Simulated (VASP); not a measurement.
All values below come from PBEsol GGA, VASP's PBE PAW potentials (set 64) (plane waves; VASP).

Input for VASP

### POSCAR
```
CeO2
1
    0.0000000000     2.6986538632     2.6986538632
    2.6986538632     0.0000000000     2.6986538632
    2.6986538632     2.6986538632     0.0000000000
Ce O
1 2
Direct
  0.0000000000   0.0000000000   0.0000000000
  0.2500000000   0.2500000000   0.2500000000
  0.7500000000   0.7500000000   0.7500000000
```

**KPOINTS**
```
Automatic mesh
0
Gamma
8 8 8
0 0 0
```

**INCAR**
```
SYSTEM = CeO2
PREC = Accurate; ENCUT = 600; LREAL = F
LASPH = T
EDIFF = 1E-7; NELM = 100; ALGO = Normal
LMAXMIX = 6
ISMEAR = 0; SIGMA = 0.05
GGA = PS
ISIF = 2
LWAVE = F; LCHARG = F
```

POTCAR, in this order: Ce O (PBE.64 set). Program: vasp_std.

Output of the run:

OSZICAR:
```
       N       E                     dE             d eps       ncg     rms          rms(c)
DAV:   1     0.234504220336E+03    0.23450E+03   -0.12556E+04   928   0.220E+03
DAV:   2     0.602721412025E+01   -0.22848E+03   -0.21968E+03  1424   0.319E+02
DAV:   3    -0.308871298810E+02   -0.36914E+02   -0.31443E+02  1184   0.153E+02
DAV:   4    -0.325854424608E+02   -0.16983E+01   -0.16981E+01  1456   0.348E+01
DAV:   5    -0.326620039889E+02   -0.76562E-01   -0.76560E-01  1512   0.637E+00    0.325E+01
DAV:   6    -0.302122176524E+02    0.24498E+01   -0.81000E+01  1376   0.582E+01    0.215E+01
DAV:   7    -0.293000413807E+02    0.91218E+00   -0.14042E+02  1384   0.120E+02    0.222E+01
DAV:   8    -0.284356989055E+02    0.86434E+00   -0.29002E+00  1136   0.193E+01    0.130E+01
DAV:   9    -0.275575500479E+02    0.87815E+00   -0.60298E+00  1392   0.206E+01    0.140E+00
DAV:  10    -0.275591643487E+02   -0.16143E-02   -0.21936E-01  1616   0.362E+00    0.105E+00
DAV:  11    -0.275580171568E+02    0.11472E-02   -0.23458E-02  1392   0.138E+00    0.128E+00
DAV:  12    -0.275528730457E+02    0.51441E-02   -0.12215E-01  1280   0.252E+00    0.907E-01
DAV:  13    -0.275492223687E+02    0.36507E-02   -0.65951E-02  1384   0.257E+00    0.522E-01
DAV:  14    -0.275493978784E+02   -0.17551E-03   -0.32689E-03  1312   0.413E-01    0.446E-01
DAV:  15    -0.275488441378E+02    0.55374E-03   -0.32559E-03  1392   0.576E-01    0.830E-02
DAV:  16    -0.275488431824E+02    0.95544E-06   -0.19059E-04  1176   0.103E-01    0.475E-02
DAV:  17    -0.275488299744E+02    0.13208E-04   -0.12350E-04  1400   0.110E-01    0.102E-02
DAV:  18    -0.275488305718E+02   -0.59743E-06   -0.62178E-06  1384   0.203E-02    0.146E-03
DAV:  19    -0.275488306527E+02   -0.80883E-07   -0.10747E-06  1360   0.998E-03    0.240E-03
DAV:  20    -0.275488305315E+02    0.12125E-06   -0.12016E-07   704   0.306E-03    0.958E-04
DAV:  21    -0.275488305153E+02    0.16197E-07   -0.34473E-08   592   0.213E-03
   1 F= -.27548831E+02 E0= -.27548831E+02  d E =-.525501E-18
```

### OUTCAR
```
------------------------ aborting loop because EDIFF is reached ----------------------------------------
  FORCE on cell =-STRESS in cart. coord.  units (eV):
  Direction    XX          YY          ZZ          XY          YZ          ZX
  --------------------------------------------------------------------------------------
  Total        0.0019714      0.0019714      0.0019714     -0.0000000      0.0000000     -0.0000000
  in kB        0.0803545      0.0803545      0.0803545     -0.0000000      0.0000000     -0.0000000
  external PRESSURE =       0.0803545 kB  Pullay stress =       0.0000000 kB
  volume of cell :       39.31
      direct lattice vectors                 reciprocal lattice vectors
     0.000000000  2.698653863  2.698653863    -0.185277559  0.185277559  0.185277559
     2.698653863  0.000000000  2.698653863     0.185277559 -0.185277559  0.185277559
     2.698653863  2.698653863  0.000000000     0.185277559  0.185277559 -0.185277559
 POSITION                                       TOTAL-FORCE (eV/Angst)
 -----------------------------------------------------------------------------------
      0.00000      0.00000      0.00000         0.000000      0.000000      0.000000
      1.34933      1.34933      1.34933         0.000000      0.000000      0.000000
      4.04798      4.04798      4.04798        -0.000000     -0.000000     -0.000000
 -----------------------------------------------------------------------------------
    total drift:                                0.000000     -0.000000      0.000000
  FREE ENERGIE OF THE ION-ELECTRON SYSTEM (eV)
  ---------------------------------------------------
  free  energy   TOTEN  =       -27.5488305153 eV

  energy  without entropy=      -27.5488305153  energy(sigma->0) =      -27.54883052
```
(Selected blocks of OUTCAR.)

The compound is CeO2 in the fluorite structure. It was relaxed first. The run is not spin-polarised, so no magnetic state was tried.
